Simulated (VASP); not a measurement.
These are PBE GGA with spin-orbit coupling, VASP's PBE PAW potentials (set 64) (plane waves; VASP) values and carry that method's errors.

VASP input:

### POSCAR
```
HgTe
1
    0.0000000000     3.2300000000     3.2300000000
    3.2300000000     0.0000000000     3.2300000000
    3.2300000000     3.2300000000     0.0000000000
Hg Te
1 1
Direct
  0.0000000000   0.0000000000   0.0000000000
  0.2500000000   0.2500000000   0.2500000000
```

### KPOINTS
```
Automatic
0
gamma
6 6 6
0 0 0
```

**INCAR**
```
SYSTEM = HgTe
PREC = Accurate
ENCUT = 400
EDIFF = 1E-6
NELM = 100
ALGO = Normal
LREAL = .FALSE.
LASPH = .TRUE.
ISMEAR = 0
SIGMA = 0.05
GGA = PE
LMAXMIX = 6
LWAVE = .FALSE.
LCHARG = .FALSE.
ISIF = 2
LSORBIT = .TRUE.
MAGMOM = 0 0 0 0 0 0
GGA_COMPAT = .FALSE.
```

POTCAR, in this order: Hg Te (PBE.64 set). Program: vasp_ncl.

Output

File OSZICAR:
```
       N       E                     dE             d eps       ncg     rms          rms(c)
DAV:   1     0.100385059791E+03    0.10039E+03   -0.68812E+03  1144   0.974E+02
DAV:   2     0.793588497391E+00   -0.99591E+02   -0.95976E+02  1240   0.255E+02
DAV:   3    -0.411718058036E+01   -0.49108E+01   -0.48739E+01  1348   0.569E+01
DAV:   4    -0.418419011841E+01   -0.67010E-01   -0.66949E-01  1412   0.584E+00
DAV:   5    -0.418476999517E+01   -0.57988E-03   -0.57986E-03  1334   0.591E-01    0.100E+01
DAV:   6    -0.397700797548E+01    0.20776E+00   -0.47955E-01  1224   0.108E+01    0.723E+00
DAV:   7    -0.397279997424E+01    0.42080E-02   -0.14575E-01  1234   0.288E+00    0.365E+00
DAV:   8    -0.397194706592E+01    0.85291E-03   -0.82725E-03  1236   0.107E+00    0.119E+00
DAV:   9    -0.397167267092E+01    0.27440E-03   -0.98437E-04  1212   0.378E-01    0.385E-01
DAV:  10    -0.397174176989E+01   -0.69099E-04   -0.46084E-04  1270   0.252E-01    0.900E-02
DAV:  11    -0.397175318595E+01   -0.11416E-04   -0.25915E-05  1442   0.554E-02    0.318E-02
DAV:  12    -0.397176321954E+01   -0.10034E-04   -0.18687E-05  1194   0.486E-02    0.166E-02
DAV:  13    -0.397176355932E+01   -0.33978E-06   -0.24849E-06  1266   0.181E-02
   1 F= -.39717636E+01 E0= -.39716330E+01  d E =-.261199E-03  mag=    -0.0000     0.0000     0.0000
```

File OUTCAR:
```
------------------------ aborting loop because EDIFF is reached ----------------------------------------
  FORCE on cell =-STRESS in cart. coord.  units (eV):
  Direction    XX          YY          ZZ          XY          YZ          ZX
  --------------------------------------------------------------------------------------
  Total        1.5215339      1.5215339      1.5215339     -0.0000000      0.0000000      0.0000000
  in kB       36.1705127     36.1705127     36.1705127     -0.0000000      0.0000000      0.0000000
  external PRESSURE =      36.1705127 kB  Pullay stress =       0.0000000 kB
  volume of cell :       67.40
      direct lattice vectors                 reciprocal lattice vectors
     0.000000000  3.230000000  3.230000000    -0.154798762  0.154798762  0.154798762
     3.230000000  0.000000000  3.230000000     0.154798762 -0.154798762  0.154798762
     3.230000000  3.230000000  0.000000000     0.154798762  0.154798762 -0.154798762
 POSITION                                       TOTAL-FORCE (eV/Angst)
 -----------------------------------------------------------------------------------
      0.00000      0.00000      0.00000         0.000000      0.000000      0.000000
      1.61500      1.61500      1.61500        -0.000000     -0.000000     -0.000000
 -----------------------------------------------------------------------------------
    total drift:                                0.000000      0.000000      0.000000
  FREE ENERGIE OF THE ION-ELECTRON SYSTEM (eV)
  ---------------------------------------------------
  free  energy   TOTEN  =        -3.9717635593 eV

  energy  without entropy=       -3.9715023604  energy(sigma->0) =       -3.97163296

 Ion:    1  E_soc:     -0.5979167

 Ion:    2  E_soc:     -0.2166977
```
(Selected blocks of OUTCAR.)

### OUTCAR
```
 val. band max:        3.3712871424   @ k =   0.0000   0.0000   0.0000

 cond. band min:       3.3712871554   @ k =   0.0000   0.0000   0.0000


 Fermi energy:         3.3712871489

 k-point     1 :       0.0000    0.0000    0.0000
  band No.  band energies     occupation
      1      -8.8799      1.00000
      2      -8.8799      1.00000
      3      -5.0805      1.00000
      4      -5.0805      1.00000
      5      -5.0805      1.00000
      6      -5.0805      1.00000
      7      -3.7120      1.00000
      8      -3.7120      1.00000
      9      -3.2247      1.00000
     10      -3.2247      1.00000
     11      -3.2247      1.00000
     12      -3.2247      1.00000
     13       2.4011      1.00000
     14       2.4011      1.00000
     15       2.6274      1.00000
     16       2.6274      1.00000
     17       3.3713      0.50000
     18       3.3713      0.50000
     19       3.3713      0.50000
     20       3.3713      0.50000
     21       6.5534      0.00000
     22       6.5534      0.00000
     23       7.6791      0.00000
     24       7.6791      0.00000
     25       7.6791      0.00000
     26       7.6791      0.00000

 k-point     2 :       0.1667    0.0000    0.0000
  band No.  band energies     occupation
      1      -8.7484      1.00000
      2      -8.7484      1.00000
      3      -5.0946      1.00000
      4      -5.0500      1.00000
      5      -5.0250      1.00000
      6      -5.0250      1.00000
      7      -3.6695      1.00000
      8      -3.6695      1.00000
      9      -3.2439      1.00000
     10      -3.2439      1.00000
     11      -3.2356      1.00000
     12      -3.1515      1.00000
     13       0.7647      1.00000
     14       0.7647      1.00000
     15       2.5489      1.00000
     16       2.5489      1.00000
     17       3.0348      1.00000
     18       3.1223      1.00000
     19       3.9286      0.00000
     20       3.9286      0.00000
     21       7.0518      0.00000
     22       7.0518      0.00000
...
```

The compound is HgTe in the zinc blende structure. The cell was not relaxed at this level.
